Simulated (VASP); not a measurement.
Data:

```
CoSi2
1.0
    0.00000     2.59681     2.59681
    2.59681     0.00000     2.59681
    2.59681     2.59681     0.00000
Co Si
1 2
Direct
  0.00000   0.00000   0.00000
  0.25000   0.25000   0.25000
  0.75000   0.75000   0.75000
```

The numbers are results of PBE GGA with D3 dispersion (Becke-Johnson damping), VASP's PBE PAW potentials (set 64) (plane waves; VASP), not measurements. Run with 520 eV cut-off, 10×10×10 Γ-centred mesh, first-order Methfessel-Paxton smearing of 0.10 eV, potentials Co Si.

Give the stress tensor in GPa (positive for a compressed cell).

```
13.91   0.00   0.00
 0.00  13.91   0.00
 0.00   0.00  13.91
```
The pressure is its mean diagonal, 13.91 GPa.

The compound is CoSi2 in the fluorite structure. This cell is one point of a volume scan, at 0.94 of the reference volume. The run is not spin-polarised, so no magnetic state was tried. The electron count is odd and the run is not spin-polarised, which forces a metal.
